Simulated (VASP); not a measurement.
Input:

```yaml
crystal:
  lattice:
    - [0.00000, 2.96000, 2.96000]
    - [2.96000, 0.00000, 2.96000]
    - [2.96000, 2.96000, 0.00000]
  atoms:
    - { symbol: Ca, position: [0.00000, 0.00000, 0.00000] }
    - { symbol: Se, position: [0.50000, 0.50000, 0.50000] }
```

These are r2SCAN+rVV10, VASP's PBE PAW potentials (set 64) (plane waves; VASP 6.6.1) values and carry that method's errors. Numerical set-up: 520 eV cut-off, 8×8×8 Γ-centred mesh, Gaussian smearing of 0.050 eV, potentials Ca_sv Se.

### Question
Estimate the energy per atom (σ→0), band gap (on the k-mesh) with the smallest direct gap where there is one.

### Answer

- band gap (on the k-mesh): 2.46 eV
- smallest direct gap (on the k-mesh): 3.41 eV
- energy per atom (σ→0): -12.785 eV/atom

The compound is CaSe in the rock salt structure. The cell was not relaxed at this level.
